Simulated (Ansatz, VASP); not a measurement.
# W2SeS3: VASP beside Ansatz

One calculation is typed for both programs; each brings its own data sets. How far apart do they land? The cell is generated by rule, not measured, and may not be a known phase. The cell is taken from a series of runs on this material, whose earlier steps may have relaxed, scaled, displaced or heated it; both programs get it as it stands.

Main program and level: Ansatz 0.2.0; plane waves, with VASP 6.6.1 beside it; single point at PBEsol.

**1. The structure**

The structure is trigonal, space group P3m1 (No. 156). The conventional cell has a = 3.149 Å, b = 3.149 Å, c = 11.891 Å, α = 90.00°, β = 90.00°, γ = 120.00°. Nearest to W lie 6 S at 2.39 to 2.40 Å. W has 3 S at 2.39 Å and 3 Se at 2.50 Å nearest. Nearest to S lie 3 W at 2.39 Å. Nearest to S lie 3 W at 2.40 Å. Nearest to Se lie 3 W at 2.50 Å. It derives from S1Se1W1. Farther neighbours and most contacts between anions are not listed.

**2. VASP: single point, PBEsol, pair 1**

With cell and atoms fixed, the geometry can't cause a difference; cores, projectors, grids and the points listed under the comparison can.

Lines of VASP's logs that name or quote its potential files are left out, and so is its time.

The input, INCAR:

```
SYSTEM = W2SeS3
PREC = Accurate
ENCUT = 600
EDIFF = 1E-06
NELM = 120
ISMEAR = 0
SIGMA = 0.01
LREAL = .FALSE.
ALGO = Normal
GGA = PS
NBANDS = 24
LASPH = .TRUE.
LORBIT = 11
LWAVE = .FALSE.
LCHARG = .FALSE.
ISIF = 2
GGA_COMPAT = .FALSE.
EFERMI = MIDGAP
KPAR = 2
```

The input, POSCAR:

```
W2SeS3
1.0
    3.1485037122      0.0000000000      0.0000000000
   -1.5742518561      2.7266841987      0.0000000000
    0.0000000000      0.0000000000     11.8906126221
W S Se
2 3 1
Direct
    0.3333333333      0.6666666667      0.2442657394
    1.0000000000      0.0000000000      0.7567213129
    0.6666666666      0.3333333334      0.3753229058
    0.6666666666      0.3333333334      0.1130437893
    0.3333333333      0.6666666667      0.8867353237
    0.3333333333      0.6666666667      0.6119396598
```

The input, KPOINTS:

```
Automatic mesh
0
Gamma
12 12 2
0 0 0
```

The projector-augmented-wave data sets are W, S and Se (PBE family, release 64).

Command:

```sh
> mpirun -np 2 vasp_std
```

Numbers of over 12 decimals in the logs are rounded to 6 here.

The program printed:

```text
[banner, memory and clock lines left out]
running    2 mpi-ranks, on    1 nodes
 distrk:  each k-point on    1 cores,    2 groups
 distr:  one band on    1 cores,    1 groups

 POSCAR found type information on POSCAR W S Se
 POSCAR found :  3 types and       6 ions
|                                                                             |
|               ----> ADVICE to this user running VASP <----                  |
|                                                                             |
|     You enforced a specific xc type in the INCAR file but a different       |
|     [... a line on the potential file left out ...]
|     I HOPE YOU KNOW WHAT YOU ARE DOING!                                     |
|                                                                             |

 LDA part: xc-table for (Slater+PW92), standard interpolation
 POSCAR, INCAR and KPOINTS ok, starting setup
 FFT: planning ... GRIDC
 FFT: planning ... GRID_SOFT
 FFT: planning ... GRID
 WAVECAR not read
 entering main loop
       N       E                     dE             d eps       ncg     rms          rms(c)
DAV:   1     0.205451971619E+03    0.20545E+03   -0.17826E+04  1824   0.150E+03
DAV:   2    -0.340833432234E+02   -0.23954E+03   -0.23075E+03  2448   0.308E+02
DAV:   3    -0.515527832164E+02   -0.17469E+02   -0.17327E+02  2488   0.761E+01
DAV:   4    -0.519115720666E+02   -0.35879E+00   -0.35778E+00  2376   0.124E+01
DAV:   5    -0.519208487981E+02   -0.92767E-02   -0.92702E-02  2552   0.177E+00    0.403E+01
DAV:   6    -0.499278652829E+02    0.19930E+01   -0.81111E+00  2744   0.146E+01    0.180E+01
DAV:   7    -0.496547687793E+02    0.27310E+00   -0.33011E+00  2416   0.101E+01    0.844E+00
DAV:   8    -0.495206022946E+02    0.13417E+00   -0.50120E-01  2496   0.460E+00    0.149E+00
DAV:   9    -0.495164199210E+02    0.41824E-02   -0.62590E-02  2608   0.139E+00    0.728E-01
DAV:  10    -0.495143548254E+02    0.20651E-02   -0.15853E-02  2576   0.719E-01    0.304E-01
DAV:  11    -0.495140370371E+02    0.31779E-03   -0.22790E-03  2560   0.284E-01    0.928E-02
DAV:  12    -0.495140627153E+02   -0.25678E-04   -0.30292E-04  2400   0.108E-01    0.770E-02
DAV:  13    -0.495140630576E+02   -0.34224E-06   -0.11655E-05  2608   0.215E-02    0.495E-02
DAV:  14    -0.495140637342E+02   -0.67665E-06   -0.36984E-06  2280   0.116E-02
   1 F= -.49514064E+02 E0= -.49514064E+02  d E =0.000000E+00
```

Parts of OUTCAR (step 2):

```text
ion  position               nearest neighbor table
   1  0.333  0.667  0.244-   3 2.39   3 2.39   3 2.39   4 2.40   4 2.40   4 2.40
   2  0.000  0.000  0.757-   5 2.39   5 2.39   5 2.39   6 2.50   6 2.50   6 2.50
   3  0.667  0.333  0.375-   1 2.39   1 2.39   1 2.39
   4  0.667  0.333  0.113-   1 2.40   1 2.40   1 2.40
   5  0.333  0.667  0.887-   2 2.39   2 2.39   2 2.39
   6  0.333  0.667  0.612-   2 2.50   2 2.50   2 2.50

  LATTYP: Found a hexagonal cell.
 ALAT       =     3.1485037122
 C/A-ratio  =     3.7765915841

 Subroutine GETGRP returns: Found  6 space group operations
 (whereof  6 operations were pure point group operations)

The static configuration has the point symmetry C_3v.

 Found     38 irreducible k-points:

   k-points           NKPTS =     38   k-points in BZ     NKDIM =     38   number of bands    NBANDS=     24

   dimension x,y,z NGX =    28 NGY =   28 NGZ =   96
   dimension x,y,z NGXF=    56 NGYF=   56 NGZF=  192

   ENCUT  =  600.0 eV  44.10 Ry    6.64 a.u.   6.29  6.29 23.75*2*pi/ulx,y,z

   NELECT =      36.0000    total number of electrons

 k-points in reciprocal lattice and weights: Automatic mesh
   0.00000000  0.00000000  0.00000000       0.003
   0.08333333 -0.00000000  0.00000000       0.021
   0.16666667  0.00000000  0.00000000       0.021
   0.25000000  0.00000000  0.00000000       0.021
   0.33333333  0.00000000  0.00000000       0.021
   0.41666667 -0.00000000  0.00000000       0.021
   0.50000000  0.00000000  0.00000000       0.010
   0.08333333  0.08333333  0.00000000       0.021
   0.16666667  0.08333333  0.00000000       0.042
[...]
0.33333333  0.25000000  0.50000000       0.042
   0.33333333  0.33333333  0.50000000       0.007

 average (electrostatic) potential at core
       1 -39.1560       2 -38.6654       3 -85.3975       4 -85.3457       5 -84.9837
       6 -51.5567

 E-fermi :   7.4389

 k-point     1 :       0.0000    0.0000    0.0000
  band No.  band energies     occupation
    ...
     14       5.3898      2.00000
     15       5.3898      2.00000
     16       5.3985      2.00000
     17       5.9336      2.00000
     18       7.1102      2.00000
     19       9.0341      0.00000
     20       9.0341      0.00000
     21       9.1865      0.00000
     22       9.1865      0.00000
     23       9.6412      0.00000
    ...

 k-point     2 :       0.0833   -0.0000    0.0000
  band No.  band energies     occupation
    ...
     14       5.0886      2.00000
     15       5.2215      2.00000
     16       5.4473      2.00000
     17       6.0199      2.00000
     18       6.8305      2.00000
     19       8.9732      0.00000
     20       9.0444      0.00000
     21       9.0622      0.00000
     22       9.2520      0.00000
     23       9.5173      0.00000
    ...

 k-point     3 :       0.1667    0.0000    0.0000
  band No.  band energies     occupation
    ...
     14       4.6364      2.00000
     15       4.9425      2.00000
     16       5.4217      2.00000
     17       5.7634      2.00000
     18       6.1625      2.00000
     19       8.4437      0.00000
     20       8.8015      0.00000
     21       9.0565      0.00000
     22       9.2835      0.00000
     23       9.4800      0.00000
    ...

  Total        2.4108133      2.4108133      2.6481384     -0.0000000     -0.0000000      0.0000000
  in kB       37.8382352     37.8382352     41.5631047     -0.0000000     -0.0000000      0.0000000
  external PRESSURE =      39.0798584 kB  Pullay stress =       0.0000000 kB

  energy-cutoff  :      600.00
  volume of cell :      102.08
      direct lattice vectors                 reciprocal lattice vectors
     3.148503712  0.000000000  0.000000000     0.317611187  0.183372904  0.000000000
    -1.574251856  2.726684199  0.000000000     0.000000000  0.366745808  0.000000000
     0.000000000  0.000000000 11.890612622     0.000000000  0.000000000  0.084099956

 POSITION                                       TOTAL-FORCE (eV/Angst)
 -----------------------------------------------------------------------------------
     -0.00000      1.81779      2.90447         0.000000     -0.000000     -0.001590
      0.00000      0.00000      8.99788         0.000000     -0.000000      0.007346
      1.57425      0.90889      4.46282        -0.000000      0.000000     -0.033387
      1.57425      0.90889      1.34416         0.000000     -0.000000      0.037224
     -0.00000      1.81779     10.54383        -0.000000      0.000000     -0.025484
     -0.00000      1.81779      7.27634         0.000000      0.000000      0.015891
 -----------------------------------------------------------------------------------
    total drift:                                0.000000     -0.000000     -0.000041

  FREE ENERGIE OF THE ION-ELECTRON SYSTEM (eV)
  ---------------------------------------------------
  free  energy   TOTEN  =       -49.5140637342 eV

  energy  without entropy=      -49.5140637342  energy(sigma->0) =      -49.51406373

 total charge
# of ion       s       p       d       tot
------------------------------------------
    1        0.571   0.730   4.327   5.628
    2        0.564   0.709   4.342   5.615
    3        1.355   2.349   0.000   3.704
    4        1.359   2.339   0.000   3.697
    5        1.352   2.355   0.000   3.707
    6        1.483   2.361   0.081   3.925
--------------------------------------------------
tot          6.684  10.843   8.751  26.277

[... 3 further parts left out ...]
```

The run ends at a pressure of 3.91 GPa, with forces up to 0.037 eV/Å.

**3. Ansatz: single point, PBEsol, pair 1**

Ansatz runs on its PAW soft_1 files.

The same cell, functional and mesh now go to Ansatz, which takes its cutoff from its data sets.

The input, input.yaml:

```yaml
crystal:
  lattice:
    - [3.1485037122, 0.0, 0.0]
    - [-1.5742518561, 2.7266841987, 0.0]
    - [0.0, 0.0, 11.8906126221]
  atoms:
    - { symbol: W, position: [0.3333333333, 0.6666666667, 0.2442657394] }
    - { symbol: S, position: [0.6666666667, 0.3333333333, 0.3753229058] }
    - { symbol: S, position: [0.6666666667, 0.3333333333, 0.1130437893] }
    - { symbol: W, position: [0.0, 0.0, 0.7567213129] }
    - { symbol: S, position: [0.3333333333, 0.6666666667, 0.8867353237] }
    - { symbol: Se, position: [0.3333333333, 0.6666666667, 0.6119396598] }
kpoints:
  mp_grid: { grid: [12, 12, 2] }
hamiltonian:
  xc: pbesol
  pseudopotentials: { kind: paw, azcp: { folder: soft_1 }, xc_functional: pbe }
scf:
  occupations: { method: fixed }
  n_extra_bands: 6
output:
  eigenvalues: true
  forces: true
  stress: true
  band_densities: [{ e_range: [-0.08, 0] }, { e_range: [0.58, 0.71] }]
  volumetric_format: npy
```

Command:

```sh
> ansatz run input.yaml --threads 2 --pin off --max-ram 92160MiB --backend cuda --events-out ev --progress --plain --runs-dir out --devices 1 --max-vram 13GiB
```

The program printed:

```text
scf.n_extra_bands = 6 over 31 filled bands (N_el = 62.0): the run solves 37 bands
GPUs: using 1 of 1 available (devices: 1).
Engine: ansatz 0.2.0, x86_64-unknown-linux-gnu
Pseudopotentials: kind: paw
Pseudopotential: W, paw, valence charge 14, recommended cutoff 420 eV (normal), soft_1/W.paw.azcp
Pseudopotential: S, paw, valence charge 6, recommended cutoff 420 eV (normal), soft_1/S.paw.azcp
Pseudopotential: Se, paw, valence charge 16, recommended cutoff 420 eV (normal), soft_1/Se.paw.azcp
Functional definition: PBEsol
  exchange = pbesol_x
  correlation = pbesol_c
device memory: the entry about to start is reckoned to put 2.8 GiB on a device that reports 43.4 GiB free (of which the cap on the GPU budget leaves the run 13.0 GiB)
GPU FFT provider: cuFFT
GPU libraries: cuBLAS 13.8.2, cuFFT 12.4.0, cuSOLVER 12.3.4
Crystal: 6 atoms, lattice volume = 102.081 Å³
Basis set: ecut = 420 eV, 1971 PW (Γ), exchange–correlation on 48×48×160 points (8 copies of the dense FFT grid, shifted against one another)
Bands: 37, of which v1, the nominal top of the filled ones, is band 31 counted from 1 (30 counted from 0)
Symmetry: 6 space group operations
Space group: P3m1 (ITA 156), of the structure as read, at distance tolerance 4.7e-5 Å
k-points: 38 of 288 (time reversal used)
Non-local potential: W, projectors of the file, l = 0: 3, l = 1: 2, l = 2: 2, l = 3: 1
Non-local potential: S, projectors of the file, l = 0: 2, l = 1: 2, l = 2: 1
Non-local potential: Se, projectors of the file, l = 0: 2, l = 1: 2, l = 2: 3, l = 3: 1
PAW form: soft (Blöchl's): semilocal exchange-correlation on the pseudo side does not see the compensation charge
PAW frozen core: W, regenerated for the run's functional, and the local potential with it (the file was generated under x = pbe(κ = 0.804, μ = 0.219515), c = pbe(β = 0.066725))
PAW frozen core: S, regenerated for the run's functional, and the local potential with it (the file was generated under x = pbe(κ = 0.804, μ = 0.219515), c = pbe(β = 0.066725))
PAW frozen core: Se, regenerated for the run's functional, and the local potential with it (the file was generated under x = pbe(κ = 0.804, μ = 0.219515), c = pbe(β = 0.066725))
PAW one-centre angular grid: W, 590 points (default); XC on 64 Gauss nodes
PAW one-centre angular grid: S, 110 points (default); XC on 64 Gauss nodes
PAW one-centre angular grid: Se, 590 points (default); XC on 64 Gauss nodes
Initial density: superposition of atomic densities (chi_scale 0.1, normalization cell, long waves kept (reshape's long-wave potential 0.08 eV rms))
Initial wavefunctions: pseudopotential atomic-orbital guess
GPU buffer pool allocated for 46080 grid points (all kernels)
GPU transforms: local potential and band sums: pruned to the plane-wave sphere, on 24×24×80
Functional: x = pbesol(κ = 0.804, μ = 0.123457), c = pbesol(β = 0.046)
SCF iter   1: F=—  HF=-28600.012355 eV  |F-HF|=—  |Δ(HF+E_count)|=         —  Δρ=4.20e-2  dr2=5.07e0  ethr=3.10e-3  ⟨swp⟩=4.9  Hψ=5515  notcnv=0  defer=116
preconditioner: auto → Resta (q_TF=auto, 2.511 Å⁻¹)  ε∞=7.7  [insulator: Δε(μ)=0.585 eV  Ē_g=8.544 eV  n_scr=26 (ndim 8)  ℏωp=22.1 eV  f_vac=0.000  ε∞_Penn≈7.7]
SCF iter   2: F=—  HF=-28599.167180 eV  |F-HF|=—  |Δ(HF+E_count)|=   8.45e-1  Δρ=2.45e-2  dr2=9.68e-1  ethr=3.10e-3  ⟨swp⟩=2.5  Hψ=2170  notcnv=0  defer=136
SCF iter   3: F=—  HF=-28598.916081 eV  |F-HF|=—  |Δ(HF+E_count)|=   2.51e-1  Δρ=8.07e-3  dr2=2.30e-1  ethr=1.56e-3  ⟨swp⟩=2.7  Hψ=2033  notcnv=0  defer=142
SCF iter   4: F=—  HF=-28598.881616 eV  |F-HF|=—  |Δ(HF+E_count)|=   3.45e-2  Δρ=2.86e-3  dr2=1.06e-2  ethr=3.71e-4  ⟨swp⟩=2.7  Hψ=2168  notcnv=0  defer=149
SCF iter   5: F=—  HF=-28598.881498 eV  |F-HF|=—  |Δ(HF+E_count)|=   1.18e-4  Δρ=9.75e-4  dr2=2.07e-3  ethr=1.70e-5  ⟨swp⟩=2.5  Hψ=2721  notcnv=0  defer=152
SCF iter   6: F=—  HF=-28598.881542 eV  |F-HF|=—  |Δ(HF+E_count)|=   4.40e-5  Δρ=3.80e-4  dr2=2.47e-4  ethr=3.35e-6  ⟨swp⟩=2.0  Hψ=2508  notcnv=0  defer=151
SCF iter   7: F=—  HF=-28598.881472 eV  |F-HF|=—  |Δ(HF+E_count)|=   6.93e-5  Δρ=1.58e-4  dr2=4.91e-5  ethr=3.99e-7  ⟨swp⟩=2.0  Hψ=1869  notcnv=0  defer=142
SCF iter   8: F=—  HF=-28598.881827 eV  |F-HF|=—  |Δ(HF+E_count)|=   3.54e-4  Δρ=4.70e-5  dr2=3.99e-6  ethr=7.92e-8  ⟨swp⟩=2.1  Hψ=2484  notcnv=0  defer=102
SCF iter   9: F=—  HF=-28598.881828 eV  |F-HF|=—  |Δ(HF+E_count)|=   1.44e-6  Δρ=1.83e-5  dr2=3.77e-7  ethr=6.44e-9  ⟨swp⟩=2.5  Hψ=2575  notcnv=0  defer=102
SCF iter  10: F=-28598.881829 eV  HF=-28598.881829 eV  |F-HF|=8.03e-9  |Δ(HF+E_count)|=   3.48e-7  Δρ=5.29e-6  dr2=3.62e-8  ethr=1.61e-10  ⟨swp⟩=12.9  Hψ=7695  notcnv=0
SCF 1 converged in 10 iterations: F = -28598.881829 eV  dr2 = 3.62e-8
  greatest PAW one-centre occupation: 1.000 electrons in one spin orbital (limit 2), on the Se atom at site 5 (counted from 0), in its partial waves of l = 2
SCF converged after 10 iterations
Free energy (F): -28598.881829 eV
Harris-Foulkes:  -28598.881829 eV  (|F-HF|=8.03e-9)
Internal energy: -28598.881829 eV  (E = F + TS)
E sigma→0 (E₀):  -28598.881829 eV
Fermi energy:    13.418720 eV
--- Per-component energies (eV) ---
  E_band       = -643.042136
  E_kinetic    = 1279.846658
  E_local      = -6199.768121  (includes V_loc(G=0)·N_el)
  E_nonlocal   = -293.559242
  E_hartree    = 2961.379970
  E_xc         = -884.489880
  E_vxc        = -805.787296  (∫ρ·V_xc dr)
  E_paw        = -20765.472560  (= ΣΔE_a)
  E_vpaw       = -546.532740  (= ΣTr[D̂ρ^β])
  E_aug_tail   = -0.000052  (compensation charges beyond the density's cutoff)
  E_ewald      = -4698.456616
  E_core_change = 1.638015  (= ΣΔE_core)
  E_smearing   = -0.000000  (= −TS)
  E_closure    = 0.000000  (closes the sum)
  Σ components = -28598.881829   (vs F -28598.881829, Δ=0.00e0)
--- Forces (eV/Å), atoms counted from 1 ---
  atom   1  W      0.00000000     0.00000000     0.00184575
  atom   2  S      0.00000000     0.00000000    -0.01523850
  atom   3  S     -0.00000000     0.00000000     0.01522708
  atom   4  W     -0.00000000     0.00000000    -0.00399323
  atom   5  S      0.00000000    -0.00000000    -0.01327517
  atom   6  Se     0.00000000     0.00000000     0.01554328
  max |Σ_I F_I| component: 1.09e-4 eV/Å
--- Stress (GPa, compression-positive) ---
        4.115495       0.000000       0.000000
        0.000000       4.115495       0.000000
        0.000000       0.000000       4.253938
  P = ⅓ Tr σ = 4.1616 GPa (41.616 kbar)
--- Band table (eV; the first three rows and the last of 38) ---
  k-point 0: bands = [... 27 lower, 11.6776, 11.6884, 12.2115, 13.4187, 15.3057, 15.3057, 15.4648, 15.4648, ... 2 higher]
  k-point 1: bands = [... 27 lower, 11.6761, 11.6761, 12.8855, 13.2777, 15.3139, 15.3139, 15.4422, 15.4422, ... 2 higher]
  k-point 2: bands = [... 27 lower, 11.5099, 11.7392, 12.3014, 13.1359, 15.2444, 15.3222, 15.3406, 15.5265, ... 2 higher]
  k-point 37: bands = [... 27 lower, 9.9356, 10.1979, 12.3609, 12.8309, 14.2748, 14.8444, 15.3753, 15.3973, ... 2 higher]
--- Band densities, each state counted as filled ---
  window                                       electrons  max residual (eV)  cut levels
  e_range: [-0.08, 0]                           0.006944             2.3e-6           0
  e_range: [0.58, 0.71]                         0.041667             2.7e-4           0
```

The column dr2 measures how far the density is from self-consistency, as an energy; F and HF (Harris–Foulkes) agree once it is small.

The run ends at a pressure of 4.16 GPa, with forces up to 0.016 eV/Å.

**4. Side by side**

Known differences besides the potentials themselves: fixed occupations in Ansatz, narrow Gaussian smearing in VASP; the data sets hold 62 valence electrons in Ansatz (on its PAW soft_1 files) and 36 in VASP; the cutoff is 420 eV in Ansatz and 600 eV in VASP; Ansatz makes its cores anew for this functional, VASP keeps those of its PBE data sets. Total energies have different zeros and are not compared.

Both answers:

| quantity | Ansatz | VASP | difference |
| --- | --- | --- | --- |
| pressure (GPa) | 4.16 | 3.91 | +0.25 |
| gap on the k mesh (eV) | 0.631 | 0.657 | -0.027 |

At this near-relaxed geometry the largest component of a force difference is 22 meV/Å. A gap on the mesh is an upper bound, since the band edges may lie between its points; neither run holds spin-orbit coupling, which can move the band edges of a compound of W.

(Part 1 of 2 ends here.)

[Lines on the potential files, build, host, timing and source positions are cut from VASP's logs without a mark.]

[Logs are printed without paths, hosts, clocks, repeated set-up lines and the standing remarks that a program may print on its own settings, such as how far it seeks lower states.]

[Hosts, paths, dates, database ids (printed as entryN), source tags and the programs' standing remarks are cut or masked in the printed files.]
